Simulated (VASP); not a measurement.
# AgRu3 (P6_3/mmc) in VASP: a series of runs

One crystal, AgRu3, is run at these levels: r2SCAN; tasks: single point.

Program: VASP 6.6.1. These are calculated values, not measurements. Logs are shortened: lines on timing, memory, paths and dates and some standing lists are left out, and cuts for length are marked.

## (1) Starting point

The structure is hexagonal, space group P6_3/mmc (No. 194). Conventional cell: a = 5.505 Å, b = 5.505 Å, c = 4.369 Å, α = 90.00°, β = 90.00°, γ = 120.00°. Ru (site symmetry mm2) is surrounded by 8 Ru at 2.70 to 2.76 Å and 4 Ag at 2.71 to 2.75 Å. Ag (site symmetry -6m2) has 12 Ru at 2.71 to 2.75 Å as nearest neighbours.

The cell was built by a generator and needn't be a form met in nature.

## (2) Single point, r2SCAN

POSCAR

```
AgRu3
1.0
    5.5045355621      0.0000000000      0.0000000000
   -2.7522677811      4.7670676329      0.0000000000
    0.0000000000      0.0000000000      4.3691646221
Ru Ag
6 2
Direct
    0.3319431666      0.1659596673      0.2500000000
    0.1659834993      0.3319431666      0.7500000000
    0.8340403327      0.1659834993      0.2500000000
    0.6680568334      0.8340403327      0.7500000000
    0.8340165007      0.6680568334      0.2500000000
    0.1659596673      0.8340165007      0.7500000000
    0.3333333333      0.6666666667      0.2500000000
    0.6666666667      0.3333333333      0.7500000000
```

INCAR.step1

```
PREC = Accurate ; ENCUT = 520
ISMEAR = -1 ; SIGMA = 0.1
LREAL = False ; LASPH = True
NELM = 100 ; NBANDS = 63
GGA = PE ; ALGO = Normal
EDIFF = 1E-4 ; LWAVE = True
LCHARG = False
```

INCAR.step2

```
PREC = Accurate ; ENCUT = 520
EDIFF = 1E-6 ; ISMEAR = -1
SIGMA = 0.1 ; LREAL = False
LASPH = True ; NELM = 100
ALGO = Normal ; ISIF = 2
LWAVE = False ; LCHARG = True
METAGGA = R2SCAN ; LMIXTAU = True
LELF = True ; LVHAR = True
NBANDS = 63 ; ISTART = 1
```

KPOINTS

```
regular mesh
0
Gamma
  4 4 5
```

Potentials or basis: VASP PAW PBE potentials, release 64 (Ru_pv, Ag).

The run is started by

```console
$ cat potpaw_PBE.64/Ru_pv/POTCAR potpaw_PBE.64/Ag/POTCAR > POTCAR
$ cp INCAR.step1 INCAR
$ mpirun -np 1 vasp_std > vasp.out
$ cp INCAR.step2 INCAR
$ mpirun -np 1 vasp_std > vasp.out
```

OUTCAR:

```text
PREC = Accurate
   ENCUT = 520
   EDIFF = 1E-6
   ISMEAR = -1
   LREAL = False
   LASPH = True
   NELM = 100
   ISIF = 2
   METAGGA = R2SCAN
   ISTART = 1

 ion  position               nearest neighbor table
   1  0.332  0.166  0.250-   2 2.70   2 2.70   6 2.70   6 2.70   8 2.71   8 2.71   3 2.74   5 2.74
                             7 2.75   7 2.75   3 2.76   5 2.76
   2  0.166  0.332  0.750-   3 2.70   3 2.70   1 2.70   1 2.70   7 2.71   7 2.71   4 2.74   6 2.74
                             8 2.75   8 2.75   4 2.76   6 2.76
   3  0.834  0.166  0.250-   2 2.70   2 2.70   4 2.70   4 2.70   8 2.71   8 2.71   1 2.74   5 2.74
                             7 2.75   7 2.75   1 2.76   5 2.76
   4  0.668  0.834  0.750-   5 2.70   5 2.70   3 2.70   3 2.70   7 2.71   7 2.71   6 2.74   2 2.74
                             8 2.75   8 2.75   6 2.76   2 2.76
   5  0.834  0.668  0.250-   6 2.70   6 2.70   4 2.70   4 2.70   8 2.71   8 2.71   1 2.74   3 2.74
                             7 2.75   7 2.75   1 2.76   3 2.76
   6  0.166  0.834  0.750-   5 2.70   5 2.70   1 2.70   1 2.70   7 2.71   7 2.71   4 2.74   2 2.74
                             8 2.75   8 2.75   4 2.76   2 2.76
   7  0.333  0.667  0.250-   6 2.71   6 2.71   4 2.71   4 2.71   2 2.71   2 2.71   1 2.75   3 2.75
                             5 2.75   5 2.75   3 2.75   1 2.75
   8  0.667  0.333  0.750-   3 2.71   3 2.71   1 2.71   1 2.71   5 2.71   5 2.71   4 2.75   6 2.75
                             2 2.75   2 2.75   6 2.75   4 2.75

  LATTYP: Found a hexagonal cell.
 ALAT       =     5.5045355621
 C/A-ratio  =     0.7937390126

  Lattice vectors:

 A1 = (   5.5045355621,   0.0000000000,   0.0000000000)
 A2 = (  -2.7522677811,   4.7670676329,   0.0000000000)
 A3 = (   0.0000000000,   0.0000000000,   4.3691646221)

Analysis of symmetry for initial positions (statically):
=====================================================================
 Subroutine PRICEL returns:
 Original cell was already a primitive cell.

 Routine SETGRP: Setting up the symmetry group for a
 hexagonal supercell.

 Subroutine GETGRP returns: Found 12 space group operations
 (whereof  6 operations were pure point group operations)
 out of a pool of 24 trial point group operations.

The static configuration has the point symmetry S_6 .
 The point group associated with its full space group is C_6h.

Analysis of symmetry for dynamics (positions and initial velocities):
=====================================================================
 Subroutine PRICEL returns:
 Original cell was already a primitive cell.

 Routine SETGRP: Setting up the symmetry group for a
 hexagonal supercell.

 Subroutine GETGRP returns: Found 12 space group operations
 (whereof  6 operations were pure point group operations)
 out of a pool of 24 trial point group operations.

The dynamic configuration has the point symmetry S_6 .
 The point group associated with its full space group is C_6h.

 Subroutine INISYM returns: Found 12 space group operations
 (whereof  6 operations are pure point group operations),
 and found     1 'primitive' translations

----------------------------------------------------------------------------------------

                                     Primitive cell

  volume of cell :     114.6490

  direct lattice vectors                    reciprocal lattice vectors
     5.504535562  0.000000000  0.000000000     0.181668369  0.104886282  0.000000000
    -2.752267781  4.767067633  0.000000000     0.000000000  0.209772564  0.000000000
     0.000000000  0.000000000  4.369164622     0.000000000  0.000000000  0.228876704

  length of vectors
     5.504535562  5.504535562  4.369164622     0.209772564  0.209772564  0.228876704

  position of ions in fractional coordinates (direct lattice)
     0.331943167  0.165959667  0.250000000
     0.165983499  0.331943167  0.750000000
     0.834040333  0.165983499  0.250000000
     0.668056833  0.834040333  0.750000000
     0.834016501  0.668056833  0.250000000
     0.165959667  0.834016501  0.750000000
     0.333333333  0.666666667  0.250000000
     0.666666667  0.333333333  0.750000000

  ion indices of the primitive-cell ions
   primitive index   ion index
                 1           1
                 2           2
                 3           3
                 4           4
                 5           5
                 6           6
                 7           7
                 8           8

----------------------------------------------------------------------------------------

 KPOINTS: regular mesh

Automatic generation of k-mesh.
 Grid dimensions read from file:
 generate k-points for:    4    4    5

 Generating k-lattice:

  Cartesian coordinates                     Fractional coordinates (reciprocal lattice)
     0.045417092  0.026221570  0.000000000     0.250000000  0.000000000  0.000000000
     0.000000000  0.052443141  0.000000000     0.000000000  0.250000000  0.000000000
     0.000000000  0.000000000  0.045775341     0.000000000  0.000000000  0.200000000

  Length of vectors
     0.052443141  0.052443141  0.045775341

  Shift w.r.t. Gamma in fractional coordinates (k-lattice)
     0.000000000  0.000000000  0.000000000

 Subroutine IBZKPT returns following result:
 ===========================================

 Found     12 irreducible k-points:

 Following reciprocal coordinates:
            Coordinates               Weight
  0.000000  0.000000  0.000000      1.000000
  0.250000  0.000000  0.000000      6.000000
  0.500000  0.000000  0.000000      3.000000
  0.250000  0.250000  0.000000      6.000000
  0.000000  0.000000  0.200000      2.000000
  0.250000  0.000000  0.200000     12.000000
  0.500000  0.000000  0.200000      6.000000
  0.250000  0.250000  0.200000     12.000000
  0.000000  0.000000  0.400000      2.000000
  0.250000  0.000000  0.400000     12.000000
  0.500000  0.000000  0.400000      6.000000
  0.250000  0.250000  0.400000     12.000000
   k-points           NKPTS =     12   k-points in BZ     NKDIM =     12   number of bands    NBANDS=     63
   number of dos      NEDOS =    301   number of ions     NIONS =      8
   total plane-waves  NPLWV =  56448
   dimension x,y,z NGX =    42 NGY =   42 NGZ =   32
   dimension x,y,z NGXF=    84 NGYF=   84 NGZF=   64
   ions per type =               6   2
   NGX,Y,Z   is equivalent  to a cutoff of  12.68, 12.68, 12.18 a.u.
   NGXF,Y,Z  is equivalent  to a cutoff of  25.37, 25.37, 24.35 a.u.
 SYSTEM =  unknown system
   PREC   = accura    normal or accurate (medium, high low for compatibility)
   ISTART =      1    job   : 0-new  1-cont  2-samecut
   ICHARG =      0    charge: 1-file 2-atom 10-const
   ISPIN  =      1    spin polarized calculation?
   LNONCOLLINEAR =      F non collinear calculations
   LSORBIT =      F    spin-orbit coupling
   LASPH  =      T    aspherical Exc in radial PAW
   ENCUT  =  520.0 eV  38.22 Ry    6.18 a.u.  10.23 10.23  8.12*2*pi/ulx,y,z
   NELM   =    100;   NELMIN=  2; NELMDL=  0     # of ELM steps
   EDIFF  = 0.1E-05   stopping-criterion for ELM
   LREAL  =      F    real-space projection
   EDIFFG = 0.1E-04   stopping-criterion for IOM
   NSW    =      0    number of steps for IOM
   IBRION =     -1    ionic relax: 0-MD 1-quasi-New 2-CG
   NFREE  =      0    steps in history (QN), initial steepest desc. (CG)
   ISIF   =      2    stress and relaxation
   ISYM   =      2    0-nonsym 1-usesym 2-fastsym
   POTIM  = 0.5000    time-step for ionic-motion
   TEBEG  =    0.0;   TEEND  =   0.0 temperature during run
   PSTRESS=    0.0 pullay stress
   NELECT =     106.0000    total number of electrons
   NUPDOWN=      -1.0000    fix difference up-down
   EMIN   =  10.00;   EMAX   =-10.00  energy-range for DOS
   EFERMI =   0.00;   METHOD = LEGACY
   ISMEAR =    -1;   SIGMA  =   0.10  broadening in eV -4-tet -1-fermi 0-gaus
   EFERMI_NEDOS =   21; number of points for ismear=-14 and -15
   IALGO  =     38    algorithm
   IMIX   =      4    mixing-type and parameters
     AMIX     =   0.40;   BMIX     =  1.00
     AMIX_MAG =   1.60;   BMIX_MAG =  1.00
  volume/ion in A,a.u.               =      14.33        96.71
  Fermi-wavevector in a.u.,A,eV,Ry     =   1.594851  3.013830 34.607074  2.543548
  Thomas-Fermi vector in A             =   2.692861
   LORBIT       =      0    0 simple, 1 ext, 2 COOP (PROOUT), +10 PAW based schemes
   METAGGA = R2SCAN    functional components
   LHFCALC =     F    Hartree Fock is set to
   AEXX    =    0.0000 exact exchange contribution
   IVDW    =     0    specifies the selected vdW correction
   LEPSILON=     F    determine dielectric tensor
   LRPA    =     F    only Hartree local field effects (RPA)
 non-spin polarized calculation
  energy-cutoff  :      520.00
  volume of cell :      114.65
 maximum number of plane-waves:      3106
 NGX is ok and might be reduce to    42
   NGX = 21   NGY = 21   NGZ = 17

 number of electron     106.0000035 magnetization

 Free energy of the ion-electron system (eV)
  ---------------------------------------------------
  ext. energy  EPLUGINS =         0.00000000
  ---------------------------------------------------
  free energy    TOTEN  =      -190.71093324 eV

  energy without entropy =     -190.28175038  energy(sigma->0) =     -190.49634181

 E-fermi :  11.6337     XC(G=0): -14.8265

 val. band max:       11.6319713353   @ k =   0.2500   0.0000   0.2000
 cond. band min:      11.6355962153   @ k =   0.0000   0.0000   0.2000
 fundamental gap:      0.0036248799
 Fermi energy:        11.6337243439

 k-point     1 :       0.0000    0.0000    0.0000
  band No.  band energies     occupation
      1     -33.0406      2.00000
      2     -33.0323      2.00000
      3     -32.8675      2.00000
      4     -32.7831      2.00000
      5     -32.7831      2.00000
      6     -32.7150      2.00000
[... 55 lines left out ...]
     62      15.0940      0.00000
     63      15.0940      0.00000

 k-point     2 :       0.2500    0.0000    0.0000
  band No.  band energies     occupation
      1     -33.0180      2.00000
      2     -32.9705      2.00000
      3     -32.8144      2.00000
      4     -32.7987      2.00000
      5     -32.7846      2.00000
      6     -32.7168      2.00000
[... 715 lines left out ...]
     62      13.3791      0.00000
     63      14.4841      0.00000

------------------------ aborting loop because EDIFF is reached ----------------------------------------

  FORCE on cell =-STRESS in cart. coord.  units (eV):
  Direction    XX          YY          ZZ          XY          YZ          ZX
  --------------------------------------------------------------------------------------
  -------------------------------------------------------------------------------------
  Total        0.6923257      0.6923257      0.7782766      0.0000001      0.0000000      0.0000000
  in kB        9.6749917      9.6749917     10.8761236      0.0000008      0.0000000      0.0000000
  external PRESSURE =      10.0753690 kB  Pullay stress =       0.0000000 kB

 VOLUME and BASIS-vectors are now :
 -----------------------------------------------------------------------------
  energy-cutoff  :      520.00
  volume of cell :      114.65
      direct lattice vectors                 reciprocal lattice vectors
     5.504535562  0.000000000  0.000000000     0.181668369  0.104886282  0.000000000
    -2.752267781  4.767067633  0.000000000     0.000000000  0.209772564  0.000000000
     0.000000000  0.000000000  4.369164622     0.000000000  0.000000000  0.228876704

 POSITION                                       TOTAL-FORCE (eV/Angst)
 -----------------------------------------------------------------------------------
      1.37043      0.79114      1.09229         0.007083      0.004636      0.000000
      0.00007      1.58240      3.27687        -0.000473      0.008452     -0.000000
      4.13417      0.79125      1.09229        -0.007556      0.003816     -0.000000
      1.38184      3.97593      3.27687        -0.007083     -0.004636     -0.000000
      2.75220      3.18467      1.09229         0.000473     -0.008452      0.000000
     -1.38191      3.97581      3.27687         0.007556     -0.003816      0.000000
     -0.00000      3.17805      1.09229        -0.000000     -0.000000     -0.000000
      2.75227      1.58902      3.27687        -0.000000     -0.000000     -0.000000
 -----------------------------------------------------------------------------------
    total drift:                               -0.000001      0.000000     -0.000000

  FREE ENERGIE OF THE ION-ELECTRON SYSTEM (eV)
  ---------------------------------------------------
  free  energy   TOTEN  =      -190.7109332447 eV

  energy  without entropy=     -190.2817503838  energy(sigma->0) =     -190.49634181
```

Wall time 2.4 min (1 thread of Intel Xeon 6975P-C (Granite Rapids), shared host); peak memory 0.27 GiB.

Results:

* Free energy: -190.7109 eV
* Pressure: 1.0 GPa
* Largest force: 0.008 eV/Å
* Band gap on the k mesh: none (metal or under the smearing width)

Forces in eV/Å, atoms in the order of the input:
```
Ru   0.007  0.005  0.000
Ru   0.000  0.008  0.000
Ru  -0.008  0.004  0.000
Ru  -0.007 -0.005  0.000
Ru   0.000 -0.008  0.000
Ru   0.008 -0.004  0.000
Ag   0.000  0.000  0.000
Ag   0.000  0.000  0.000
```

Levels at points of the mesh, in eV from the Fermi level:
```csv
k point,band 50,band 51,band 52,band 53,band 54,band 55,band 56,band 57
"(0.00, 0.00, 0.00)",0.09,0.33,0.33,0.43,0.43,0.54,0.54,0.72
"(0.50, 0.00, 0.00)",-1.26,-0.74,-0.73,-0.38,-0.14,0.04,0.28,0.36
```

Caveat: the PAW data sets were made with another functional, which shifts forces and pressure a little.

(Continued in part 2 of 2.)
